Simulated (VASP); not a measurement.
Output of a VASP run:

### OSZICAR
```
       N       E                     dE             d eps       ncg     rms          rms(c)
DAV:   1     0.713794593723E+03    0.71379E+03   -0.31512E+04  3176   0.193E+03
DAV:   2     0.314982298487E+02   -0.68230E+03   -0.65933E+03  3424   0.555E+02
DAV:   3    -0.405432429103E+02   -0.72041E+02   -0.71438E+02  3496   0.187E+02
DAV:   4    -0.426307838183E+02   -0.20875E+01   -0.20418E+01  3624   0.307E+01
DAV:   5    -0.426674271460E+02   -0.36643E-01   -0.36620E-01  3360   0.450E+00    0.213E+01
DAV:   6    -0.395134023481E+02    0.31540E+01   -0.21806E+01  3704   0.358E+01    0.158E+01
DAV:   7    -0.396177371942E+02   -0.10433E+00   -0.15914E+00  3264   0.986E+00    0.106E+01
DAV:   8    -0.394553297781E+02    0.16241E+00   -0.48210E-01  3264   0.627E+00    0.329E+00
DAV:   9    -0.396449007248E+02   -0.18957E+00   -0.12262E-01  3872   0.380E+00    0.925E-01
DAV:  10    -0.396490620789E+02   -0.41614E-02   -0.17557E-02  3128   0.870E-01    0.181E-01
DAV:  11    -0.396493468566E+02   -0.28478E-03   -0.61158E-04  3680   0.204E-01    0.645E-02
DAV:  12    -0.396496082766E+02   -0.26142E-03   -0.14615E-04  3352   0.891E-02    0.506E-02
DAV:  13    -0.396496602280E+02   -0.51951E-04   -0.48951E-05  3448   0.433E-02    0.123E-02
DAV:  14    -0.396496725387E+02   -0.12311E-04   -0.15825E-05  3408   0.280E-02    0.575E-03
DAV:  15    -0.396496727385E+02   -0.19977E-06   -0.71085E-07  3088   0.615E-03    0.283E-03
DAV:  16    -0.396496730270E+02   -0.28849E-06   -0.41018E-07  2992   0.410E-03    0.103E-03
DAV:  17    -0.396496729934E+02    0.33522E-07   -0.13813E-08  1872   0.110E-03
   1 F= -.39649673E+02 E0= -.39649673E+02  d E =-.396497E+02  mag=     0.0000
       N       E                     dE             d eps       ncg     rms          rms(c)
DAV:   1    -0.396510127111E+02   -0.13397E-02   -0.25618E-01  3072   0.372E+00    0.303E-01
DAV:   2    -0.396507521349E+02    0.26058E-03   -0.68978E-03  3664   0.617E-01    0.182E-01
DAV:   3    -0.396504407504E+02    0.31138E-03   -0.29878E-04  3888   0.146E-01    0.101E-01
DAV:   4    -0.396503689167E+02    0.71834E-04   -0.13779E-04  3616   0.874E-02    0.291E-02
DAV:   5    -0.396503697214E+02   -0.80469E-06   -0.14238E-05  3224   0.252E-02    0.165E-02
DAV:   6    -0.396503698357E+02   -0.11437E-06   -0.10714E-06  3992   0.816E-03    0.784E-03
DAV:   7    -0.396503700157E+02   -0.17994E-06   -0.23716E-07  2664   0.398E-03    0.150E-03
DAV:   8    -0.396503700299E+02   -0.14200E-07   -0.32205E-08  1688   0.142E-03
   2 F= -.39650370E+02 E0= -.39650370E+02  d E =-.697036E-03  mag=     0.0000
       N       E                     dE             d eps       ncg     rms          rms(c)
DAV:   1    -0.396512353611E+02   -0.86535E-03   -0.23475E-01  3088   0.356E+00    0.290E-01
DAV:   2    -0.396509972922E+02    0.23807E-03   -0.63207E-03  3648   0.591E-01    0.174E-01
DAV:   3    -0.396507120282E+02    0.28526E-03   -0.27360E-04  3920   0.140E-01    0.964E-02
DAV:   4    -0.396506463322E+02    0.65696E-04   -0.12621E-04  3624   0.837E-02    0.279E-02
DAV:   5    -0.396506470707E+02   -0.73842E-06   -0.13031E-05  3256   0.240E-02    0.158E-02
DAV:   6    -0.396506471849E+02   -0.11428E-06   -0.97405E-07  3952   0.775E-03    0.751E-03
DAV:   7    -0.396506473503E+02   -0.16535E-06   -0.21243E-07  2536   0.380E-03    0.142E-03
DAV:   8    -0.396506473640E+02   -0.13695E-07   -0.33538E-08  1688   0.141E-03
   3 F= -.39650647E+02 E0= -.39650647E+02  d E =-.974371E-03  mag=     0.0000
```

OUTCAR:
```
------------------------ aborting loop because EDIFF is reached ----------------------------------------
  FORCE on cell =-STRESS in cart. coord.  units (eV):
  Direction    XX          YY          ZZ          XY          YZ          ZX
  --------------------------------------------------------------------------------------
  Total        1.4795933      1.4795933      1.5166028     -0.0000000      0.0000000      0.0000000
  in kB       31.3203166     31.3203166     32.1037423     -0.0000000      0.0000000      0.0000000
  external PRESSURE =      31.5814585 kB  Pullay stress =       0.0000000 kB
  volume of cell :       75.69
      direct lattice vectors                 reciprocal lattice vectors
     4.819685227 -0.000000000  0.000000000     0.207482429  0.000000000  0.000000000
    -0.000000000  4.819685227  0.000000000     0.000000000  0.207482429  0.000000000
     0.000000000  0.000000000  3.258287753     0.000000000  0.000000000  0.306909664
 POSITION                                       TOTAL-FORCE (eV/Angst)
 -----------------------------------------------------------------------------------
     -0.00000      0.00000      0.00000        -0.000000     -0.000000     -0.000000
      2.40984      2.40984      1.62914        -0.000000     -0.000000     -0.000000
      1.45938      1.45938      0.00000        -0.003035     -0.003035     -0.000000
      3.86923      0.95046      1.62914        -0.003035      0.003035     -0.000000
      0.95046      3.86923      1.62914         0.003035     -0.003035     -0.000000
      3.36030      3.36030      0.00000         0.003035      0.003035      0.000000
 -----------------------------------------------------------------------------------
    total drift:                                0.000000      0.000000      0.000000
  FREE ENERGIE OF THE ION-ELECTRON SYSTEM (eV)
  ---------------------------------------------------
  free  energy   TOTEN  =       -39.6506473640 eV

  energy  without entropy=      -39.6506473640  energy(sigma->0) =      -39.65064736

 total charge

# of ion       s       p       d       tot
------------------------------------------
    1        0.173   6.162   4.984  11.319
    2        0.173   6.162   4.984  11.319
    3        1.735   4.363   0.000   6.098
    4        1.735   4.363   0.000   6.098
    5        1.735   4.363   0.000   6.098
    6        1.735   4.363   0.000   6.098
--------------------------------------------------
tot          7.285  29.778   9.968  47.030

 magnetization (x)

# of ion       s       p       d       tot
------------------------------------------
    1        0.015   0.017   4.480   4.512
    2       -0.015  -0.017  -4.480  -4.512
    3       -0.002  -0.024   0.000  -0.026
    4        0.002   0.024   0.000   0.026
    5        0.002   0.024   0.000   0.026
    6       -0.002  -0.024   0.000  -0.026
--------------------------------------------------
tot         -0.000   0.000  -0.000  -0.000

 reached required accuracy - stopping structural energy minimisation
```
(Selected blocks of OUTCAR.)

**POSCAR**
```
MnF2
1
    4.8267301852     0.0000000000     0.0000000000
    0.0000000000     4.8267301852     0.0000000000
    0.0000000000     0.0000000000     3.2487832858
Mn F
2 4
Direct
  0.0000000000   0.0000000000   0.0000000000
  0.5000000000   0.5000000000   0.5000000000
  0.3034833946   0.3034833946   0.0000000000
  0.8034833946   0.1965166054   0.5000000000
  0.1965166054   0.8034833946   0.5000000000
  0.6965166054   0.6965166054   0.0000000000
```

Problem. Write an INCAR and KPOINTS that could have produced this output.

Solution. This is not unique; one that fits is the input of the run itself, AM05 GGA, plane waves, VASP's PBE PAW potentials (set 64).

**INCAR**
```
ALGO = Normal
EDIFF = 1E-7
EDIFFG = -0.01
ENCUT = 520
GGA = AM
IBRION = 2
ISIF = 4
ISMEAR = 0
ISPIN = 2
LASPH = T
LCHARG = F
LMAXMIX = 4
LORBIT = 10
LREAL = F
LWAVE = F
MAGMOM = 4.5 -4.5 -0.0 0.0 0.0 -0.0
NELM = 100
NSW = 30
PREC = Accurate
SIGMA = 0.05
SYSTEM = MnF2
```

KPOINTS:
```
Automatic mesh
0
G
  5 5 7
```

POTCAR, in this order: Mn_pv F (PBE.64 set). Program: vasp_std.

The compound is MnF2 in the rutile structure. This cell is one point of a volume scan, at 0.97 of the reference volume. Symmetry was kept, so distortions that lower it aren't found.
